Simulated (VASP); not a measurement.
A convergence study with VASP on PbSe (rock salt): one setting is varied, all else stays as given below, so the limit is that of these other settings.

```xyz
2
Lattice="0.0000 3.0600 3.0600 3.0600 0.0000 3.0600 3.0600 3.0600 0.0000" Properties=species:S:1:pos:R:3 pbc="T T T"
Pb     0.0000     0.0000     0.0000
Se     3.0600     3.0600     3.0600
```

The numbers are results of PBE GGA, VASP's PBE PAW potentials (set 64) (plane waves; VASP), not measurements. The tightest run used: 550 eV cut-off, 16×16×16 Γ-centred mesh, tetrahedra with Blöchl corrections, potentials Pb_d Se.

Gaps are read on the run's mesh, which can miss a band edge.

**Question.** The settings run are 3×3×3 mesh; 4×4×4 mesh; 5×5×5 mesh; 6×6×6 mesh; 7×7×7 mesh; 8×8×8 mesh; 9×9×9 mesh; 10×10×10 mesh; 11×11×11 mesh; 12×12×12 mesh; 13×13×13 mesh; 14×14×14 mesh; 15×15×15 mesh; 16×16×16 mesh. From which on does the energy per atom stay within 0.01 eV/atom of the tightest run?

**Answer.** From 4×4×4 mesh on: it is off by 0.0045 there and by no more than 0.01 in any finer run, while 3×3×3 mesh is off by 0.0578.
```json
[
 {"setting": "3×3×3 mesh", "E (eV/atom)": "-4.1462", "pressure (GPa)": "1.52", "gap on the mesh (eV)": "2.023", "irreducible k-points": "4", "difference judged (eV/atom)": "0.0578"},
 {"setting": "4×4×4 mesh", "E (eV/atom)": "-4.0838", "pressure (GPa)": "2.47", "gap on the mesh (eV)": "0.290", "irreducible k-points": "8", "difference judged (eV/atom)": "0.0045"},
 {"setting": "5×5×5 mesh", "E (eV/atom)": "-4.0946", "pressure (GPa)": "2.29", "gap on the mesh (eV)": "1.186", "irreducible k-points": "10", "difference judged (eV/atom)": "0.0063"},
 {"setting": "6×6×6 mesh", "E (eV/atom)": "-4.0903", "pressure (GPa)": "2.42", "gap on the mesh (eV)": "0.290", "irreducible k-points": "16", "difference judged (eV/atom)": "0.0020"},
 {"setting": "7×7×7 mesh", "E (eV/atom)": "-4.0897", "pressure (GPa)": "2.41", "gap on the mesh (eV)": "0.862", "irreducible k-points": "20", "difference judged (eV/atom)": "0.0014"},
 {"setting": "8×8×8 mesh", "E (eV/atom)": "-4.0888", "pressure (GPa)": "2.46", "gap on the mesh (eV)": "0.289", "irreducible k-points": "29", "difference judged (eV/atom)": "0.0005"},
 {"setting": "9×9×9 mesh", "E (eV/atom)": "-4.0888", "pressure (GPa)": "2.44", "gap on the mesh (eV)": "0.692", "irreducible k-points": "35", "difference judged (eV/atom)": "0.0005"},
 {"setting": "10×10×10 mesh", "E (eV/atom)": "-4.0884", "pressure (GPa)": "2.47", "gap on the mesh (eV)": "0.289", "irreducible k-points": "47", "difference judged (eV/atom)": "0.0001"},
 {"setting": "11×11×11 mesh", "E (eV/atom)": "-4.0885", "pressure (GPa)": "2.46", "gap on the mesh (eV)": "0.589", "irreducible k-points": "56", "difference judged (eV/atom)": "0.0002"},
 {"setting": "12×12×12 mesh", "E (eV/atom)": "-4.0884", "pressure (GPa)": "2.47", "gap on the mesh (eV)": "0.289", "irreducible k-points": "72", "difference judged (eV/atom)": "0.0000"},
 {"setting": "13×13×13 mesh", "E (eV/atom)": "-4.0884", "pressure (GPa)": "2.47", "gap on the mesh (eV)": "0.521", "irreducible k-points": "84", "difference judged (eV/atom)": "0.0001"},
 {"setting": "14×14×14 mesh", "E (eV/atom)": "-4.0883", "pressure (GPa)": "2.47", "gap on the mesh (eV)": "0.289", "irreducible k-points": "104", "difference judged (eV/atom)": "0.0000"},
 {"setting": "15×15×15 mesh", "E (eV/atom)": "-4.0883", "pressure (GPa)": "2.47", "gap on the mesh (eV)": "0.473", "irreducible k-points": "120", "difference judged (eV/atom)": "0.0000"},
 {"setting": "16×16×16 mesh", "E (eV/atom)": "-4.0883", "pressure (GPa)": "2.47", "gap on the mesh (eV)": "0.289", "irreducible k-points": "145", "difference judged (eV/atom)": "0.0000"}
]
```

Left out are rungs that failed or repeat a setting and relaxations that didn't move; long series are thinned to 24 rows.

The compound is PbSe in the rock salt structure. The cell was not relaxed at this level.
